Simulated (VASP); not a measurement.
Consider the following.

```xyz
6
Lattice="0.0000 3.8728 3.8728 3.8728 0.0000 3.8728 3.8728 3.8728 0.0000" Properties=species:S:1:pos:R:3 pbc="T T T"
Zn     1.9364     1.9364     1.9364
S      0.0000     0.0000     0.0000
O      0.8388     3.0340     3.0340
O      3.0340     3.0340     0.8388
O      3.0340     0.8388     3.0340
O      0.8388     0.8388     0.8388
```

Computed with PBEsol GGA, VASP's PBE PAW potentials (set 64) (plane waves; VASP). Settings: 400 eV cut-off, 5×5×5 Γ-centred mesh, Gaussian smearing of 0.010 eV, potentials Zn S O.

Q: Give the energies of bands 11 to 24 at the high-symmetry points, in eV from the valence-band maximum.

A: 
```
band      Γ      X      U      L      W
----  -----  -----  -----  -----  -----
11    -4.17  -3.84  -3.70  -3.65  -3.62
12    -4.17  -3.33  -3.46  -3.65  -3.54
13    -4.17  -3.33  -3.21  -3.49  -3.17
14    -2.23  -2.59  -2.99  -2.93  -3.00
15    -2.23  -2.59  -2.69  -2.65  -2.73
16    -1.37  -2.56  -2.66  -2.65  -2.53
17    -1.37  -2.52  -2.17  -1.71  -2.48
18    -1.37  -2.40  -2.09  -1.71  -1.94
19     0.00  -0.11  -0.20  -0.12  -0.24
20     0.00  -0.11  -0.12  -0.12  -0.13
21     0.00  -0.04  -0.04   0.00  -0.04
22     4.71   7.16   7.06   6.13   7.19
23     7.47   7.84   8.22   7.80   8.43
24     8.30   9.17   8.77   8.94   8.89
```

The gap is indirect, 4.70 eV, from the valence maximum at (0.40, 0.00, 0.00) to the conduction minimum at Γ.

The structure comes from a computed database's ZnSO4 entry (F-43m); how it stands against other phases isn't given here. The cell was not relaxed at this level.
